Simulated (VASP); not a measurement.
Here is the system:

```cif
data_ClCs
_chemical_formula_sum 'Cs1 Cl1'
_space_group_name_H-M_alt 'P 1'
_space_group_IT_number 1
_cell_length_a 4.14778
_cell_length_b 4.14778
_cell_length_c 4.14778
_cell_angle_alpha 90.000
_cell_angle_beta 90.000
_cell_angle_gamma 90.000
loop_
_space_group_symop_operation_xyz
  'x, y, z'
loop_
_atom_site_label
_atom_site_type_symbol
_atom_site_fract_x
_atom_site_fract_y
_atom_site_fract_z
_atom_site_occupancy
Cs1 Cs 0.00000 0.00000 0.00000 1
Cl1 Cl 0.50000 0.50000 0.50000 1
```

Method: MS2 meta-GGA, VASP's PBE PAW potentials (set 64) (plane waves; VASP). Settings: 520 eV cut-off, 7×7×7 Γ-centred mesh, Gaussian smearing of 0.050 eV, potentials Cs_sv Cl.

**Question.** Give the energy at these volumes per atom, relative to the lowest: 33.51, 34.58, 35.65, 36.71, 37.78 Å³.

**Answer.** 8.0, 2.0, 0.0, 1.5, 5.9 meV/atom. A third-order Birch-Murnaghan fit gives B0 = 17.2 GPa and B0′ = 5.0.

The compound is CsCl in the CsCl type structure. It was relaxed first.
